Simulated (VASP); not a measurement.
Input:

```xyz
5
Lattice="4.0664 0.0000 0.0000 0.0000 4.0664 0.0000 0.0000 0.0000 4.0664" Properties=species:S:1:pos:R:3 pbc="T T T"
Ba     0.0000     0.0000     0.0000
Ti     2.0332     2.0332     2.0332
O      2.0332     0.0000     2.0332
O      0.0000     2.0332     2.0332
O      2.0332     2.0332     0.0000
```

Computed with AM05 GGA, VASP's PBE PAW potentials (set 64) (plane waves; VASP). Run with 520 eV cut-off, 6×6×6 Γ-centred mesh, Gaussian smearing of 0.050 eV, potentials Ba_sv Ti_sv O.

Unless said otherwise, spin-orbit coupling is left out, though it shifts the bands of the heavy elements here.

Q: What does the run give for the energy per atom (σ→0), pressure, band gap (on the k-mesh) with the smallest direct gap where there is one?

A: 
band gap (on the k-mesh): 1.61 eV
smallest direct gap (on the k-mesh): 1.79 eV
energy per atom (σ→0): -8.132 eV/atom
pressure: -8.70 GPa

Only differences to runs with the same potentials and settings are physical.

The compound is BaTiO3 in the cubic perovskite structure, the ideal cubic form; the compound distorts at low or room temperature. This cell is one point of a volume scan, at 1.06 of the reference volume.
